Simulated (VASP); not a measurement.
OSZICAR of a VASP run on Ta₂N (space group P-3m1):

### OSZICAR
```
       N       E                     dE             d eps       ncg     rms          rms(c)
DAV:   1     0.197091551104E+03    0.19709E+03   -0.13374E+04  3824   0.134E+03
DAV:   2    -0.193449151042E+02   -0.21644E+03   -0.21399E+03  4501   0.393E+02
DAV:   3    -0.264862794144E+02   -0.71414E+01   -0.70100E+01  5171   0.653E+01
DAV:   4    -0.265565806470E+02   -0.70301E-01   -0.69827E-01  4743   0.599E+00
DAV:   5    -0.265575128116E+02   -0.93216E-03   -0.92735E-03  5282   0.508E-01    0.262E+01
DAV:   6    -0.225654695036E+02    0.39920E+01   -0.24735E+01  4421   0.335E+01    0.122E+01
DAV:   7    -0.221878392468E+02    0.37763E+00   -0.20347E+00  4526   0.102E+01    0.581E+00
DAV:   8    -0.221036760093E+02    0.84163E-01   -0.32759E-01  4754   0.523E+00    0.534E-01
DAV:   9    -0.220990568703E+02    0.46191E-02   -0.45911E-02  5232   0.132E+00    0.298E-01
DAV:  10    -0.220989817991E+02    0.75071E-04   -0.12169E-02  4760   0.795E-01    0.128E-01
DAV:  11    -0.220986597952E+02    0.32200E-03   -0.23771E-03  4500   0.297E-01    0.353E-02
DAV:  12    -0.220986827330E+02   -0.22938E-04   -0.10565E-04  5373   0.782E-02    0.170E-02
DAV:  13    -0.220986958574E+02   -0.13124E-04   -0.55214E-05  5326   0.366E-02    0.675E-03
DAV:  14    -0.220986982238E+02   -0.23665E-05   -0.88657E-06  5164   0.198E-02    0.720E-03
DAV:  15    -0.220986983430E+02   -0.11919E-06   -0.82520E-06  5109   0.172E-02
   1 F= -.22098698E+02 E0= -.22097706E+02  d E =-.198524E-02
```

Question: Which electronic solver shows in the log?

Answer: It is blocked Davidson (ALGO = Normal, or the opening steps of other solvers). The INCAR had ALGO = Normal.

Question: Can the final energy be trusted as converged?

Answer: The run converged. It stopped with EDIFF = 1E-6, NELM = 100 (PBE GGA + U (Dudarev), plane waves, VASP's PBE PAW potentials (set 64)).

The structure comes from a computed database's Ta2N entry; how it stands against other phases isn't given here. The cell was not relaxed at this level. The run is one of a series of settings (LDAU = .TRUE., LDAUJ = 0 0, LDAUL = 2 -1, LDAUTYPE = 2, LDAUU = 7.0 0 against the base run), some of them coarse on purpose. The electron count is odd and the run is not spin-polarised, which forces a metal.
